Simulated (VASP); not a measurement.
Method: AM05 GGA, VASP's PBE PAW potentials (set 64) (plane waves; VASP).

Input for VASP

**POSCAR**
```
Ni3Fe
1
    3.4483228518     0.0000000000     0.0000000000
    0.0000000000     3.4483228518     0.0000000000
    0.0000000000     0.0000000000     3.4483228518
Fe Ni
1 3
Direct
  0.0000000000   0.0000000000   0.0000000000
  0.0000000000   0.5000000000   0.5000000000
  0.5000000000   0.0000000000   0.5000000000
  0.5000000000   0.5000000000   0.0000000000
```

**KPOINTS**
```
Automatic mesh
0
Gamma
9 9 9
0 0 0
```

**INCAR**
```
SYSTEM = Ni3Fe
PREC = Accurate
ENCUT = 520
EDIFF = 1E-7
NELM = 100
ALGO = Normal
LREAL = .FALSE.
LASPH = .TRUE.
ISMEAR = 1
SIGMA = 0.1
GGA = AM
LMAXMIX = 4
ISPIN = 2
MAGMOM = 2.8 0.6 0.6 0.6
LORBIT = 10
LWAVE = .FALSE.
LCHARG = .FALSE.
ISIF = 2
```

POTCAR, in this order: Fe Ni (PBE.64 set). Program: vasp_std.

The run wrote:

**OUTCAR**
```
 ion  position               nearest neighbor table
   1  0.000  0.000  0.000-   2 2.44   3 2.44   4 2.44   2 2.44   3 2.44   2 2.44   4 2.44   2 2.44
                             3 2.44   4 2.44   3 2.44   4 2.44
   2  0.000  0.500  0.500-   1 2.44   3 2.44   4 2.44   1 2.44   4 2.44   1 2.44   3 2.44   1 2.44
                             3 2.44   4 2.44   4 2.44   3 2.44
   3  0.500  0.000  0.500-   1 2.44   2 2.44   4 2.44   1 2.44   4 2.44   2 2.44   4 2.44   4 2.44
                             1 2.44   2 2.44   1 2.44   2 2.44
   4  0.500  0.500  0.000-   1 2.44   2 2.44   3 2.44   2 2.44   3 2.44   1 2.44   3 2.44   3 2.44
                             1 2.44   2 2.44   2 2.44   1 2.44
  LATTYP: Found a simple cubic cell.
 ALAT       =     3.4483228518
 Subroutine PRICEL returns:
 Original cell was already a primitive cell.
 Subroutine GETGRP returns: Found 48 space group operations
The static configuration has the point symmetry O_h .
The dynamic configuration has the point symmetry O_h .
The overall configuration has the point symmetry O_h .
 Subroutine INISYM returns: Found 48 space group operations
 Subroutine IBZKPT returns following result:
 Found     35 irreducible k-points:

 Following reciprocal coordinates:
            Coordinates               Weight
  0.000000  0.000000  0.000000      1.000000
  0.111111  0.000000  0.000000      6.000000
  0.222222  0.000000  0.000000      6.000000
  0.333333  0.000000  0.000000      6.000000
  0.444444  0.000000  0.000000      6.000000
  0.111111  0.111111  0.000000     12.000000
  0.222222  0.111111  0.000000     24.000000
  0.333333  0.111111  0.000000     24.000000
  0.444444  0.111111  0.000000     24.000000
  0.222222  0.222222  0.000000     12.000000
  0.333333  0.222222  0.000000     24.000000
  0.444444  0.222222  0.000000     24.000000
  0.333333  0.333333  0.000000     12.000000
  0.444444  0.333333  0.000000     24.000000
  0.444444  0.444444  0.000000     12.000000
  0.111111  0.111111  0.111111      8.000000
  0.222222  0.111111  0.111111     24.000000
...
```

**OSZICAR**
```
       N       E                     dE             d eps       ncg     rms          rms(c)
DAV:   1     0.241055836249E+03    0.24106E+03   -0.17385E+04  3620   0.217E+03
DAV:   2    -0.174944807860E+02   -0.25855E+03   -0.24972E+03  3508   0.375E+02
DAV:   3    -0.311485424363E+02   -0.13654E+02   -0.13025E+02  3582   0.120E+02
DAV:   4    -0.313563171961E+02   -0.20777E+00   -0.20664E+00  3775   0.152E+01
DAV:   5    -0.313618697279E+02   -0.55525E-02   -0.55517E-02  4920   0.205E+00    0.234E+01
DAV:   6    -0.275756974979E+02    0.37862E+01   -0.41038E+01  3569   0.985E+01    0.141E+01
DAV:   7    -0.287582266230E+02   -0.11825E+01   -0.11031E+01  3981   0.864E+01    0.207E+01
DAV:   8    -0.266699425508E+02    0.20883E+01   -0.86796E+00  3950   0.523E+01    0.458E+00
DAV:   9    -0.266767381367E+02   -0.67956E-02   -0.45821E-01  4083   0.100E+01    0.307E+00
DAV:  10    -0.266469052582E+02    0.29833E-01   -0.70528E-02  4095   0.711E+00    0.130E+00
DAV:  11    -0.266441013608E+02    0.28039E-02   -0.16209E-02  5246   0.153E+00    0.683E-01
DAV:  12    -0.266442522074E+02   -0.15085E-03   -0.19797E-03  4372   0.789E-01    0.215E-01
DAV:  13    -0.266442615626E+02   -0.93552E-05   -0.23981E-04  4747   0.196E-01    0.662E-02
DAV:  14    -0.266442608131E+02    0.74949E-06   -0.95415E-05  4776   0.155E-01    0.301E-02
DAV:  15    -0.266442575111E+02    0.33020E-05   -0.18960E-05  4393   0.696E-02    0.196E-02
DAV:  16    -0.266442572266E+02    0.28451E-06   -0.32668E-06  4024   0.456E-02    0.587E-03
DAV:  17    -0.266442568505E+02    0.37609E-06   -0.67226E-07  3482   0.100E-02    0.127E-03
DAV:  18    -0.266442568016E+02    0.48864E-07   -0.44619E-08  1834   0.339E-03
   1 F= -.26644257E+02 E0= -.26644859E+02  d E =0.180805E-02  mag=     4.4716
```

**OUTCAR**
```
------------------------ aborting loop because EDIFF is reached ----------------------------------------
  FORCE on cell =-STRESS in cart. coord.  units (eV):
  Direction    XX          YY          ZZ          XY          YZ          ZX
  --------------------------------------------------------------------------------------
  Total        1.8041193      1.8041193      1.8041193      0.0000000      0.0000000     -0.0000000
  in kB       70.4939857     70.4939857     70.4939857      0.0000000      0.0000000     -0.0000000
  external PRESSURE =      70.4939857 kB  Pullay stress =       0.0000000 kB
  volume of cell :       41.00
      direct lattice vectors                 reciprocal lattice vectors
     3.448322852  0.000000000  0.000000000     0.289996048  0.000000000  0.000000000
     0.000000000  3.448322852  0.000000000     0.000000000  0.289996048  0.000000000
     0.000000000  0.000000000  3.448322852     0.000000000  0.000000000  0.289996048
 POSITION                                       TOTAL-FORCE (eV/Angst)
 -----------------------------------------------------------------------------------
      0.00000      0.00000      0.00000         0.000000      0.000000      0.000000
      0.00000      1.72416      1.72416         0.000000      0.000000      0.000000
      1.72416      0.00000      1.72416         0.000000      0.000000      0.000000
      1.72416      1.72416      0.00000         0.000000      0.000000      0.000000
 -----------------------------------------------------------------------------------
    total drift:                                0.000000      0.000000      0.000000
  FREE ENERGIE OF THE ION-ELECTRON SYSTEM (eV)
  ---------------------------------------------------
  free  energy   TOTEN  =       -26.6442568016 eV

  energy  without entropy=      -26.6460648494  energy(sigma->0) =      -26.64485948

 total charge

# of ion       s       p       d       tot
------------------------------------------
    1        0.509   0.574   6.185   7.268
    2        0.541   0.589   8.366   9.495
    3        0.541   0.589   8.366   9.495
    4        0.541   0.589   8.366   9.495
--------------------------------------------------
tot          2.131   2.340  31.284  35.754

 magnetization (x)

# of ion       s       p       d       tot
------------------------------------------
    1        0.004  -0.001   2.755   2.759
    2       -0.015  -0.041   0.617   0.560
    3       -0.015  -0.041   0.617   0.560
    4       -0.015  -0.041   0.617   0.560
--------------------------------------------------
tot         -0.041  -0.125   4.605   4.439
```
(Selected blocks of OUTCAR.)

The compound is Ni3Fe in the L1_2 structure. This cell is one point of a volume scan, at 0.97 of the reference volume.
